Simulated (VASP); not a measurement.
All values below come from AM05 GGA, VASP's PBE PAW potentials (set 64) (plane waves; VASP 6.6.1). For the first row: Run with 520 eV cut-off, 10×10×10 Γ-centred mesh, first-order Methfessel-Paxton smearing of 0.10 eV, potentials Si Ni.

```tsv
system	energy (eV/atom)
NiSi₂ (fluorite)	-6.1743
Si (diamond)	-5.5980
Ni (fcc)	-5.8957
```

The references are the elements' solids at the same level; no temperature or zero-point terms are added.

Task: What is the formation energy per atom of NiSi2?

Result: The references average (2×(-5.5980) + 1×(-5.8957))/3 = -5.6972 eV, so the formation energy is -6.1743 − (-5.6972) = -0.477 eV/atom.
